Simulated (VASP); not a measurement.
# CaB2 in VASP: the effect of target pressure

CaB2:

```
Ca B
1.0
     3.22643    0.00000    0.00000
    -1.61322    2.79417    0.00000
     0.00000    0.00000    4.06739
Ca B
1 2
Direct
  0.00000 0.00000 0.00000
  0.66667 0.33333 0.50000
  0.33333 0.66667 0.50000
```

The cell comes from a database or a generator and needn't be the stable form of this composition.

Alike in all runs:

| Quantity | Value |
| --- | --- |
| Program | VASP 6.6.1 |
| Task | relaxation of cell and atoms |
| Functional | LDA |
| Potentials or basis | VASP PAW LDA potentials, release 64 (Ca_sv, B) |
| Cutoff | 600 eV |
| k mesh | 9 × 9 × 7 |
| Occupations | fermi-dirac, width 0.05 eV |
| Spin | no spin polarisation |

Each run relaxes the cell or the atoms first.

```tsv
target pressure	target pressure	relaxed volume (Å³/atom)
0 GPa	-	?
2 GPa	2 GPa	11.42
5 GPa	5 GPa	11.19
10 GPa	10 GPa	10.85
20 GPa	20 GPa	10.28
30 GPa	30 GPa	9.82
```

Q: What does the run with target pressure 0 GPa give?

A: Relaxed volume 11.58 Å³/atom.

Worked out: In Murnaghan's law V^(-B') rises as a straight line in P. The other rows fit best with B' = 3.3, V0 = 11.58 Å³/atom and B0 = 137 GPa, which gives 11.58 Å³/atom at 0 GPa, against the run's 11.58.

Caveats: the cell is relaxed towards a set pressure, so the enthalpy falls and the energy may rise (some runs); the volume moved by over 15 % at a fixed basis, so the end points are rough (some runs).
